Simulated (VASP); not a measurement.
A convergence study with VASP on FePt (space group no. 123 when undisturbed): a few settings are varied, all else stays as given below, so the limit is that of these other settings. One atom is moved off its site, so that forces are finite.

```xyz
2
Lattice="2.7336 0.0000 0.0000 0.0000 2.7336 0.0000 0.0000 0.0000 3.7285" Properties=species:S:1:pos:R:3 pbc="T T T"
Fe     0.0000     0.0000     0.0500
Pt     1.3668     1.3668     1.8643
```
Starting moments (μB, in the order of the record's atoms Fe Pt): 3.0 0.0.

Calculation: PBE GGA, VASP's PBE PAW potentials (set 64) (plane waves; VASP). The last row used: 300 eV cut-off, 12×12×9 Γ-centred mesh, Gaussian smearing of 0.10 eV, potentials Fe Pt.

| setting | E (eV/atom) | pressure (GPa) | largest force (eV/Å) | moment (μB) | irreducible k-points |
|---|---|---|---|---|---|
| EDIFF = 1E-01 | -7.4476 | -12.03 | 0.459 | 3.268 | 140 |
| EDIFF = 1E-02 | -7.4018 | -0.06 | 0.429 | 3.297 | 140 |
| EDIFF = 1E-03 | -7.4019 | 1.53 | 0.423 | 3.299 | 140 |
| EDIFF = 1E-04 | -7.4019 | 0.53 | 0.422 | 3.300 | 140 |
| EDIFF = 1E-05 | -7.4019 | 0.58 | 0.422 | 3.300 | 140 |
| EDIFF = 1E-06 | -7.4019 | 0.82 | 0.422 | 3.301 | 140 |
| EDIFF = 1E-07 | -7.4019 | 0.85 | 0.422 | 3.301 | 140 |
| EDIFF = 1E-08 | -7.4019 | 0.84 | 0.422 | 3.301 | 140 |
| EDIFF = 1E-10 | -7.4019 | 0.84 | 0.422 | 3.301 | 140 |

Left out are rungs that failed or repeat a setting and relaxations that didn't move; long series are thinned to 24 rows.

The structure is a typed FePt crystal (space group no. 123). The cell was not relaxed at this level, it is distorted from the ideal structure. The spin order is the one that the start imposed; others were not tried in this run.
